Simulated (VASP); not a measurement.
Output of a VASP run:

### OUTCAR
```
 ion  position               nearest neighbor table
   1  0.000  0.000  0.000-
  LATTYP: Found a body centered cubic cell.
 ALAT       =     3.3804693100
 Subroutine PRICEL returns:
 Original cell was already a primitive cell.
 Subroutine GETGRP returns: Found 48 space group operations
The static configuration has the point symmetry O_h .
The dynamic configuration has the point symmetry O_h .
 Subroutine INISYM returns: Found 48 space group operations
 Subroutine IBZKPT returns following result:
 Found    104 irreducible k-points:

 Following reciprocal coordinates:
            Coordinates               Weight
  0.000000  0.000000  0.000000      1.000000
  0.071429  0.000000  0.000000     12.000000
  0.142857  0.000000  0.000000     12.000000
  0.214286  0.000000  0.000000     12.000000
  0.285714  0.000000  0.000000     12.000000
  0.357143  0.000000  0.000000     12.000000
  0.428571  0.000000  0.000000     12.000000
  0.500000  0.000000  0.000000      6.000000
  0.071429  0.071429  0.000000     24.000000
  0.142857  0.071429  0.000000     48.000000
  0.214286  0.071429  0.000000     48.000000
  0.285714  0.071429  0.000000     48.000000
  0.357143  0.071429 -0.000000     48.000000
  0.428571  0.071429 -0.000000     48.000000
  0.142857  0.142857  0.000000     24.000000
  0.214286  0.142857  0.000000     48.000000
  0.285714  0.142857 -0.000000     48.000000
  0.357143  0.142857 -0.000000     48.000000
  0.428571  0.142857  0.000000     24.000000
  0.214286  0.214286  0.000000     24.000000
  0.285714  0.214286 -0.000000     48.000000
  0.357143  0.214286  0.000000     48.000000
  0.285714  0.285714  0.000000     24.000000
  0.357143  0.285714  0.000000     24.000000
  0.071429  0.071429  0.071429      8.000000
  0.142857  0.071429  0.071429     24.000000
  0.214286  0.071429  0.071429     24.000000
  0.285714  0.071429  0.071429     24.000000
  0.357143  0.071429  0.071429     24.000000
  0.428571  0.071429  0.071429     12.000000
 -0.071429  0.071429  0.071429      6.000000
  0.142857  0.142857  0.071429     24.000000
  0.214286  0.142857  0.071429     48.000000
  0.285714  0.142857  0.071429     48.000000
  0.357143  0.142857  0.071429     48.000000
 -0.142857  0.142857  0.071429     24.000000
  0.214286  0.214286  0.071429     24.000000
  0.285714  0.214286  0.071429     48.000000
  0.357143  0.214286  0.071429     24.000000
 -0.214286  0.214286  0.071429     24.000000
   k-points           NKPTS =    104   k-points in BZ     NKDIM =    104   number of bands    NBANDS=      7
   number of dos      NEDOS =    301   number of ions     NIONS =      1
   total plane-waves  NPLWV =   8000
   dimension x,y,z NGX =    20 NGY =   20 NGZ =   20
   dimension x,y,z NGXF=    40 NGYF=   40 NGZF=   40
   ions per type =               1
   PREC   = accura    normal or accurate (medium, high low for compatibility)
   ISTART =      0    job   : 0-new  1-cont  2-samecut
   ICHARG =      2    charge: 1-file 2-atom 10-const
   ISPIN  =      1    spin polarized calculation?
   LNONCOLLINEAR =      F non collinear calculations
   LSORBIT =      F    spin-orbit coupling
   INIWAV =      1    electr: 0-lowe 1-rand  2-diag
   ENCUT  =  400.0 eV  29.40 Ry    5.42 a.u.   4.77  4.77  4.77*2*pi/ulx,y,z
   NELM   =    100;   NELMIN=  2; NELMDL= -5     # of ELM steps
   EDIFF  = 0.1E-05   stopping-criterion for ELM
   LREAL  =      F    real-space projection
   NLSPLINE    = F    spline interpolate recip. space projectors
   LMAXMIX     =    2 max onsite mixed and CHGCAR
   VOSKOWN=      0    Vosko Wilk Nusair interpolation
   EDIFFG = -.1E-01   stopping-criterion for IOM
   NSW    =     60    number of steps for IOM
   NBLOCK =      1;   KBLOCK =     60    inner block; outer block
   IBRION =      2    ionic relax: 0-MD 1-quasi-New 2-CG
   NFREE  =      1    steps in history (QN), initial steepest desc. (CG)
...
```

File OSZICAR:
```
       N       E                     dE             d eps       ncg     rms          rms(c)
DAV:   1     0.176574970688E+02    0.17657E+02   -0.26836E+03  1477   0.620E+02
DAV:   2    -0.864312993839E+00   -0.18522E+02   -0.18258E+02  1995   0.106E+02
DAV:   3    -0.123625024371E+01   -0.37194E+00   -0.36099E+00  1855   0.173E+01
DAV:   4    -0.123720584465E+01   -0.95560E-03   -0.95540E-03  2324   0.944E-01
DAV:   5    -0.123720627703E+01   -0.43238E-06   -0.43277E-06  2009   0.163E-02    0.520E+00
DAV:   6    -0.123607396892E+01    0.11323E-02   -0.35139E-03  1820   0.435E-01    0.320E+00
DAV:   7    -0.123639387817E+01   -0.31991E-03   -0.41888E-03  1792   0.494E-01    0.120E-01
DAV:   8    -0.123630162965E+01    0.92249E-04   -0.43801E-04  1750   0.146E-01    0.108E-02
DAV:   9    -0.123630216742E+01   -0.53777E-06   -0.25002E-06  2380   0.165E-02
   1 F= -.12363022E+01 E0= -.12356308E+01  d E =-.123630E+01
       N       E                     dE             d eps       ncg     rms          rms(c)
DAV:   1    -0.123715524100E+01   -0.85361E-03   -0.20013E-02  1470   0.116E+00    0.165E-01
DAV:   2    -0.123652377870E+01    0.63146E-03   -0.10522E-03  1610   0.249E-01    0.617E-02
DAV:   3    -0.123639064417E+01    0.13313E-03   -0.52165E-04  1540   0.165E-01    0.639E-02
DAV:   4    -0.123639466083E+01   -0.40167E-05   -0.39803E-06  2100   0.198E-02    0.782E-03
DAV:   5    -0.123639456169E+01    0.99140E-07   -0.12163E-06   973   0.797E-03
   2 F= -.12363946E+01 E0= -.12357230E+01  d E =-.923943E-04
```

### OUTCAR
```
------------------------ aborting loop because EDIFF is reached ----------------------------------------
  FORCE on cell =-STRESS in cart. coord.  units (eV):
  Direction    XX          YY          ZZ          XY          YZ          ZX
  --------------------------------------------------------------------------------------
  Total       -0.0055667     -0.0055667     -0.0055667     -0.0000000      0.0000000     -0.0000000
  in kB       -0.4639925     -0.4639925     -0.4639925     -0.0000000      0.0000000     -0.0000000
  external PRESSURE =      -0.4639925 kB  Pullay stress =       0.0000000 kB
  volume of cell :       19.22
      direct lattice vectors                 reciprocal lattice vectors
    -1.687502907  1.687502907  1.687502907     0.000000000  0.296295786  0.296295786
     1.687502907 -1.687502907  1.687502907     0.296295786  0.000000000  0.296295786
     1.687502907  1.687502907 -1.687502907     0.296295786  0.296295786  0.000000000
 POSITION                                       TOTAL-FORCE (eV/Angst)
 -----------------------------------------------------------------------------------
     -1.68750      1.68750      1.68750         0.000000     -0.000000      0.000000
 -----------------------------------------------------------------------------------
    total drift:                               -0.000000     -0.000000      0.000000
  FREE ENERGIE OF THE ION-ELECTRON SYSTEM (eV)
  ---------------------------------------------------
  free  energy   TOTEN  =        -1.2363945617 eV

  energy  without entropy=       -1.2343799809  energy(sigma->0) =       -1.23572303

 reached required accuracy - stopping structural energy minimisation
```
(Selected blocks of OUTCAR.)

**POSCAR**
```
Cl
1
   -1.6902346550     1.6902346550     1.6902346550
    1.6902346550    -1.6902346550     1.6902346550
    1.6902346550     1.6902346550    -1.6902346550
Cl
1
Direct
  0.0000000000   0.0000000000   0.0000000000
```

Q: Write an INCAR and KPOINTS that could have produced this output.

A: Several could match; the one computed here: the input of the run itself, PBEsol GGA, plane waves, VASP's PBE PAW potentials (set 64).

INCAR:
```
ALGO = Normal
EDIFF = 1E-6
EDIFFG = -0.01
ENCUT = 400
GGA = PS
IBRION = 2
ISIF = 3
ISMEAR = 1
LASPH = .TRUE.
LCHARG = .FALSE.
LREAL = .FALSE.
LWAVE = .FALSE.
NELM = 100
NSW = 60
PREC = Accurate
SIGMA = 0.1
SYSTEM = Cl
```

**KPOINTS**
```
Automatic mesh
0
Gamma
14 14 14
0 0 0
```

POTCAR, in this order: Cl (PBE.64 set). Program: vasp_std.

The structure was generated: Cl was put into the bcc type (Im-3m), which need not be its known phase. This run relaxes it. Symmetry was kept, so distortions that lower it aren't found. The start is the result of an earlier pass.
